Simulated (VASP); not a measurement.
# Which native defect does NbSi2 form most easily?, part 7 of 7

Which native defect is cheapest in NbSi2, and how does that change with the growth condition? The start is a cell from a database of measured crystal structures.

VASP 6.6.1, plane waves and PAW; the level of theory is named at each step.

So far, formation energy of the neutral defect (eV): step 7 (this defect's formation energies, 35 atoms, defect vacancy, element Nb) 4.00; step 9 (this defect's formation energies, 35 atoms, defect vacancy, element Si) 2.85; step 11 (this defect's formation energies, 36 atoms, defect substitution, element Si) 2.31; step 13 (this defect's formation energies, 36 atoms, defect substitution, element Nb) 4.66.

**14. Relaxing the defect, 37 atoms, defect interstitial Nb**

This step: LDA; plane waves and PAW (Nb_pv, Si) (VASP 6.6.1).

System of this step: Nb13Si24. The cell holds 37 atoms: 13 Nb and 24 Si. Its edges and angles: a = 10.521 Å, b = 10.521 Å, c = 8.099 Å, α = 120.3°, β = 120.3°, γ = 102.9°. It derives from NbSi2. Nearest the centre at fractional (0.583, 0.333, 0.250): Nb13 at 0.00 Å, Si25 at 1.78 Å, Si34 at 1.78 Å, Si18 at 1.78 Å, Si33 at 1.78 Å, Nb11 at 2.61 Å, Nb12 at 2.61 Å, Nb8 at 2.61 Å.

INCAR

```
SYSTEM = Nb13Si24
PREC = Normal
ENCUT = 300
EDIFF = 1E-05
NELM = 120
ISMEAR = 1
SIGMA = 0.2
LREAL = Auto
ALGO = Fast
GGA = CA
NBANDS = 152
LASPH = .TRUE.
LORBIT = 11
LWAVE = .FALSE.
LCHARG = .TRUE.
KPAR = 4
NCORE = 2
IBRION = 2
NSW = 50
ISIF = 2
EDIFFG = -0.03
POTIM = 0.4
MAXMIX = 40
ISYM = 2
```

POSCAR

```
Nb13Si24
1.0
   -7.1237943943      4.1129246112      6.5598623299
    7.1237943943     -4.1129246112      6.5598623299
    2.3745981315      4.1129246112     -6.5598623299
Nb Si
13 24
Direct
    0.3333333300      0.0833333300      0.2500000000
    0.8333333300      0.5833333300      0.2500000000
    0.8333333300      0.0833333300      0.7500000000
    0.3333333300      0.5833333300      0.7500000000
    0.6666666700      0.6666666700      0.5000000000
    0.1666666700      0.1666666700      0.5000000000
    0.1666666700      0.6666666700      0.0000000000
    0.6666666700      0.1666666700      0.0000000000
    0.2500000000      0.5000000000      0.2500000000
    0.7500000000      0.0000000000      0.2500000000
    0.7500000000      0.5000000000      0.7500000000
    0.2500000000      0.0000000000      0.7500000000
    0.5833333300      0.3333333300      0.2500000000
    0.1630141400      0.2426949500      0.2390424200
    0.6630141400      0.7426949500      0.2390424200
    0.6630141400      0.2426949500      0.7390424200
    0.1630141400      0.7426949500      0.7390424200
    0.8369858600      0.4963474700      0.5000000000
    0.3369858600      0.9963474700      0.5000000000
    0.3369858600      0.4963474700      0.0000000000
    0.8369858600      0.9963474700      0.0000000000
    0.5906383900      0.6703191900      0.7609575800
    0.0906383900      0.1703191900      0.7609575800
    0.0906383900      0.6703191900      0.2609575800
    0.5906383900      0.1703191900      0.2609575800
    0.5036525300      0.4239717200      0.7609575800
    0.0036525300      0.9239717200      0.7609575800
    0.0036525300      0.4239717200      0.2609575800
    0.5036525300      0.9239717200      0.2609575800
    0.4963474700      0.8369858600      0.5000000000
    0.9963474700      0.3369858600      0.5000000000
    0.9963474700      0.8369858600      0.0000000000
    0.4963474700      0.3369858600      0.0000000000
    0.4093616100      0.3296808100      0.2390424200
    0.9093616100      0.8296808100      0.2390424200
    0.9093616100      0.3296808100      0.7390424200
    0.4093616100      0.8296808100      0.7390424200
```

KPOINTS

```
Automatic mesh
0
Gamma
5 5 5
0 0 0
```

PAW data sets: Nb_pv and Si (LDA family, release 64).

The run is started by

```console
$ mpirun -np 8 vasp_std
```

Log:

```text
[banner, memory and clock lines left out]
running    8 mpi-ranks, on    1 nodes
[...]
LDA part: xc-table for (Slater(with rela. corr.)+CA(PZ))
 , standard interpolation
 POSCAR, INCAR and KPOINTS ok, starting setup
[...]
entering main loop
       N       E                     dE             d eps       ncg     rms          rms(c)
DAV:   1     0.173342385164E+04    0.17334E+04   -0.79800E+04 12032   0.104E+03
DAV:   2    -0.113223501104E+03   -0.18466E+04   -0.17804E+04 11888   0.447E+02
DAV:   3    -0.295771469328E+03   -0.18255E+03   -0.17008E+03 16104   0.106E+02
DAV:   4    -0.305952871120E+03   -0.10181E+02   -0.99494E+01 15760   0.274E+01
[...]
RMM:  17    -0.285447662254E+03    0.14415E-04   -0.27411E-04 13455   0.378E-02    0.358E-02
RMM:  18    -0.285447668464E+03   -0.62101E-05   -0.11733E-04 10510   0.183E-02    0.109E-02
RMM:  19    -0.285447671638E+03   -0.31744E-05   -0.37502E-05  8096   0.113E-02
   1 F= -.28544767E+03 E0= -.28544948E+03  d E =-.285448E+03
[... from here on, the cycles between the ionic steps are left out ...]
   2 F= -.28650360E+03 E0= -.28650650E+03  d E =-.105593E+01
   3 F= -.30281346E+03 E0= -.30281365E+03  d E =-.173658E+02
   5 F= -.30396173E+03 E0= -.30396170E+03  d E =-.114827E+01
   7 F= -.30422299E+03 E0= -.30422244E+03  d E =-.261261E+00
   9 F= -.30432272E+03 E0= -.30432121E+03  d E =-.997327E-01
  11 F= -.30434729E+03 E0= -.30434596E+03  d E =-.245647E-01
  13 F= -.30435799E+03 E0= -.30435671E+03  d E =-.107009E-01
  15 F= -.30436739E+03 E0= -.30436639E+03  d E =-.939754E-02
  17 F= -.30437226E+03 E0= -.30437116E+03  d E =-.487821E-02
  19 F= -.30437678E+03 E0= -.30437550E+03  d E =-.451987E-02
  21 F= -.30437924E+03 E0= -.30437793E+03  d E =-.245344E-02
  23 F= -.30437931E+03 E0= -.30437800E+03  d E =-.252340E-02
  25 F= -.30438033E+03 E0= -.30437896E+03  d E =-.102040E-02
  27 F= -.30438033E+03 E0= -.30437896E+03  d E =-.102220E-02
  28 F= -.30438077E+03 E0= -.30437942E+03  d E =-.439945E-03
 trial-energy change:   -0.000440  1 .order   -0.000410   -0.000703   -0.000118
 step:   1.4334(harm=  1.4334)  dis= 0.00390  next Energy=  -304.380751 (dE=-0.422E-03)
 reached required accuracy - stopping structural energy minimisation
```

Run time: 34 min. Hardware: 8 MPI ranks of Intel Xeon 6975P-C (Granite Rapids), shared host; peak memory 4 GiB; 3.9 h of CPU time.

Parts of OUTCAR (step 14):

```text
  Total       31.7652054     45.5500842     23.5671282     -8.8659732     -0.0000000      0.0000000
  in kB       99.2971235    142.3882603     73.6701685    -27.7147786     -0.0000000      0.0000000
  external PRESSURE =     105.1185174 kB  Pullay stress =       0.0000000 kB

 POSITION                                       TOTAL-FORCE (eV/Angst)
 -----------------------------------------------------------------------------------
     -1.18730      2.05646      1.12604         0.000000      0.000000     -0.003960
     -1.18730      2.05646      7.65963         0.000000     -0.000000     -0.001022
     -3.56190      6.16939      1.03496        -0.000000     -0.000000     -0.004084
      3.56190      2.05646      1.10612         0.000000     -0.000000      0.004290
      1.25852      1.99760      5.45781         0.005466     -0.002065      0.008685
      1.19625      1.98629     -1.10452         0.011362      0.009220     -0.004918
      3.55294     -1.98629      5.45534        -0.011362     -0.009220     -0.004918
     -3.63312      2.11532      5.45781        -0.005466      0.002065      0.008685
      2.43873     -0.04275      3.26109        -0.010067     -0.001405     -0.007389
      2.31046      0.04275      9.82095         0.010067      0.001405     -0.007389
     -0.02471      4.22983      3.31781         0.005478     -0.000382      0.001184
      7.14850     -0.11691      3.31781        -0.005478      0.000382      0.001184
     -1.18730      2.05646      4.38028         0.000000     -0.000000      0.025669
      1.29471      0.57017      0.96569         0.004544      0.002758      0.014852
[...]
-----------------------------------------------------------------------------------
    total drift:                               -0.000126     -0.000278     -0.000926

  FREE ENERGIE OF THE ION-ELECTRON SYSTEM (eV)
  ---------------------------------------------------
  free  energy   TOTEN  =      -304.3807688923 eV

  energy  without entropy=     -304.3767113730  energy(sigma->0) =     -304.37941639

[... 2 parts as in an earlier step ...]

[... 2 further parts left out ...]
[key lines of the parts left out:]
E-fermi :   9.3342
```

The run ended after 28 ionic steps, 18.933 eV below its first step, once the forces on the free atoms met EDIFFG = -0.03.

After the relaxation Nb lies 0.01 Å from the centre of its site, and its nearest atoms are 4 Si at 2.29 Å.

**15. This defect's formation energies, 37 atoms, defect interstitial**

This step: point defect, LDA; plane waves and PAW (VASP 6.6.1).

This step runs nothing: it gathers the runs above.

Formation energy:

| formation energy (eV) | largest move (Å) |
| --- | --- |
| 6.408 | 0.5161 |

E_f is E(defect cell) less E(perfect cell), corrected for the atoms exchanged with their references.

References, in eV an atom: Nb -11.136 (crystal Im-3m) and Si -5.958 (crystal Fd-3m). They were run at the supercell's cutoff and functional, without U, and count both elements from their own phases.

The formation energy is 6.408 eV, and the largest move of an atom 0.52 Å.

**16. All defects in both limits**

This step: native point defects, LDA; plane waves and PAW (VASP 6.6.1).

Derived from the runs above.

Neutral cells; the limits come from the host's formation enthalpy alone. Formation energies:

| defect | charge | formation energy, Nb-rich (eV) | formation energy, Si-rich (eV) |
| --- | --- | --- | --- |
| Nb vacancy | 0 | 3.997 | 2.077 |
| Si vacancy | 0 | 1.889 | 2.849 |
| Nb on the Si site | 0 | 1.347 | 4.227 |
| Si on the Nb site | 0 | 5.619 | 2.74 |
| interstitial Nb | 0 | 6.408 | 8.328 |

**17. Outcome**

- host formation enthalpy: -0.640 eV/atom

In the Nb-rich limit the cheapest defect is the Nb on the Si site, at 1.35 eV. In the Si-rich limit the cheapest defect is the Nb vacancy, at 2.08 eV. The supercell of 36 atoms is small. Potential shifts are not applied, only the charges listed were run, and a negative energy means that the Fermi level can't reach that place or the limit lies outside the host's range, or that the host's structure gives way. Each defect was run on one site, no other kinds were tried, and all belong to one structure, the phase of space group P6_222. The limits are set by the pure elements; where other compounds of the two lie between, the true range is narrower and the order of defects can differ.

[Lines on the potential files, build, host, timing and source positions are cut from VASP's logs without a mark.]

[Logs are printed without paths, hosts, clocks, repeated set-up lines and the standing remarks that a program may print on its own settings, such as how far it seeks lower states.]

[Hosts, paths, dates, database ids (printed as entryN), source tags and the programs' standing remarks are cut or masked in the printed files.]

[In band tables of VASP the shares of atoms and orbitals are scaled to a sum of 1 inside the atoms' spheres.]

[Runs that stopped without an error message from VASP are left out.]
